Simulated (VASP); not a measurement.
```yaml
crystal:
  lattice:
    - [0.00000, 2.60385, 2.60385]
    - [2.60385, 0.00000, 2.60385]
    - [2.60385, 2.60385, 0.00000]
  atoms:
    - { symbol: Mg, position: [0.00000, 0.00000, 0.00000] }
    - { symbol: S, position: [0.50000, 0.50000, 0.50000] }
```

These are revPBE GGA, VASP's PBE PAW potentials (set 64) (plane waves; VASP) values and carry that method's errors. Numerical set-up: 520 eV cut-off, 9×9×9 Γ-centred mesh, Gaussian smearing of 0.050 eV, potentials Mg S.

**Question.** Give the stress tensor in GPa (positive for a compressed cell).

**Answer.** 
```
2.31  0.00  0.00
0.00  2.31  0.00
0.00  0.00  2.31
```
The pressure is its mean diagonal, 2.31 GPa.

The compound is MgS in the rock salt structure. This cell is one point of a volume scan, at 0.97 of the reference volume.
